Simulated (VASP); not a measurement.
Input:

```yaml
crystal:
  lattice:
    - [-1.66862, 1.66862, 1.66862]
    - [1.66862, -1.66862, 1.66862]
    - [1.66862, 1.66862, -1.66862]
  atoms:
    - { symbol: Ta, position: [0.00000, 0.00000, 0.00000] }
```

All values below come from RPBE GGA, VASP's PBE PAW potentials (set 64) (plane waves; VASP 6.6.1). Run with 520 eV cut-off, Gaussian smearing of 0.050 eV, potentials Ta_pv.

Unless said otherwise, spin-orbit coupling is left out, though it shifts the bands of the heavy elements here.

Task: What does the run give for the band gap (along the path) with the smallest direct gap where there is one?

Result: 
```json
{
  "band gap (along the path)": "none (metal, semimetal or under 0.01 eV)"
}
```

Total energies compare only between runs with the same potentials, cut-off and functional.

The compound is Ta in the bcc structure. It was relaxed first.
